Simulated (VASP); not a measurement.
Input:

```
CELL_PARAMETERS angstrom
      5.12800     2.55790     2.55790
      2.55790     5.12800     2.55790
      2.55790     2.55790     5.12800
ATOMIC_POSITIONS crystal
  Mn 0.00000 0.00000 0.00000
  Mn 0.50000 0.50000 0.50000
  S  0.25000 0.25000 0.25000
  S  0.75000 0.75000 0.75000
```
Starting moments (μB, in the order of the record's atoms Mn Mn S S): 4.1 -4.1 0.0 0.0.

The numbers are results of PBE GGA, VASP's PBE PAW potentials (set 64) (plane waves; VASP 6.6.1), not measurements. Numerical set-up: 520 eV cut-off, 8×8×8 Γ-centred mesh, tetrahedra with Blöchl corrections, potentials Mn_pv S.

### Question
Estimate the cell moment, energy per atom (σ→0), band gap (on the k-mesh) with the smallest direct gap where there is one.

### Answer

```
Item                                          Value
-----------------------------------  --------------
band gap (on the k-mesh)                    0.71 eV
smallest direct gap (on the k-mesh)         1.10 eV
cell moment                                 0.00 μB
energy per atom (σ→0)                -7.110 eV/atom
```

### Question
Give the moment on each site (PAW-sphere projection).

### Answer

```tsv
site	moment (μB)
Mn1	4.15
Mn2	-4.15
S3	0.00
S4	0.00
```

The compound is MnS in the rock salt, AFM-II order structure. It was relaxed first.
